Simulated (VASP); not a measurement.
An input for Ansatz (written as the equivalent of a VASP run, and not itself run):

Ansatz 0.2 input:
```yaml
crystal:
  lattice:
    - [0.0000000, 2.3266400, 2.3266400]
    - [2.3266400, 0.0000000, 2.3266400]
    - [2.3266400, 2.3266400, 0.0000000]
  atoms:
    - { symbol: Ca, position: [0.0000000, 0.0000000, 0.0000000] }
kpoints:
  mp_grid: { grid: [10, 10, 10] }
hamiltonian:
  xc: pbe
  pseudopotentials: { kind: paw }
scf:
  occupations: { method: gaussian, width: 0.05 }
  max_iter: 100
relax:
  max_steps: 40
  f_tol: 0.02
  cell: { p_target: 30 }
output: { forces: true, stress: true, eigenvalues: true }
```

**Question.** Write the VASP files for the same calculation (PBE).

**Answer.** One answer among several that fit: 
### INCAR
```
SYSTEM = Ca
PREC = Accurate; ENCUT = 500; LREAL = F
LASPH = T
EDIFF = 1E-6; NELM = 100; ALGO = Normal
ISMEAR = 0; SIGMA = 0.05
GGA = PE
IBRION = 2; NSW = 40; ISIF = 3
EDIFFG = -0.02; PSTRESS = 300
LWAVE = F; LCHARG = F
```

**POSCAR**
```
Ca
1
    0.0000000000     2.3266399819     2.3266399819
    2.3266399819     0.0000000000     2.3266399819
    2.3266399819     2.3266399819     0.0000000000
Ca
1
Direct
  0.0000000000   0.0000000000   0.0000000000
```

**KPOINTS**
```
Automatic mesh
0
Gamma
10 10 10
0 0 0
```

POTCAR, in this order: Ca_sv (PBE.64 set). Program: vasp_std.

The two are equivalent in intent, not identical: each code has its own PAW files, so the cut-off isn't converted (ENCUT is set for VASP's; basis.ecutwfc is left out, and Ansatz then takes the one that its files recommend); Ansatz stops its SCF on the density residual and VASP on the energy change (EDIFF).

The compound is Ca in the fcc structure. This run relaxes it under an external pressure of 30 GPa. Symmetry was kept, so distortions that lower it aren't found.
